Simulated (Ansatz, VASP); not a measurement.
## Two plane-wave programs on MgC18

```xyz
19
Lattice="7.3980 0.0000 0.0000 -3.6990 6.4069 0.0000 0.0000 0.0000 12.0000" Properties=species:S:1:pos:R:3 pbc="T T T"
C    -0.0099    0.0044    0.8967
C     1.2348    0.7114    0.8970
C    -1.2428    2.1403    0.8980
C     0.0018    2.8471    0.8983
C    -2.4760    4.2759    0.8978
C    -1.2314    4.9827    0.8984
C     2.4561    0.0047    0.8978
C     3.7004    0.7113    0.8982
C     1.2233    2.1404    0.8976
C     2.4676    2.8470    0.8976
C    -0.0097    4.2758    0.8987
C     1.2347    4.9825    0.8981
C     4.9221    0.0044    0.8979
C     6.1666    0.7112    0.8976
C     3.6888    2.1404    0.8981
C     4.9335    2.8471    0.8982
C     2.4561    4.2758    0.8976
C     3.7005    4.9825    0.8972
Mg   -3.1362    6.1510    4.9890
```

Alike in both runs: functional PBE; k mesh 2 × 2 × 1; occupations fermi-dirac, width 0.02 eV; no spin polarisation.

Ansatz relaxed the structure, and its values are those at the end. VASP's run is a single point on that final structure, the one shown.

|  | VASP | Ansatz |
| --- | --- | --- |
| version | VASP 6.6.1 | Ansatz 0.2.0 |
| potentials or method | VASP PAW PBE potentials, release 64 (C, Mg) | scalar-relativistic, plane waves, PAW |
| plane-wave cutoff (eV) | 520 | 420 |
| valence electrons in the cell | 74 | 82 |

Ansatz gave:

```
rms of the force components (eV/Å) : 0.007
```

Task: What did VASP give for the same quantities?

Result: rms of the force components (eV/Å): 0.008.

The two sets of potentials don't hold the same shells in valence.

Caveats: the k mesh is coarse (spacing up to 0.49 Å⁻¹), so the values aren't converged.
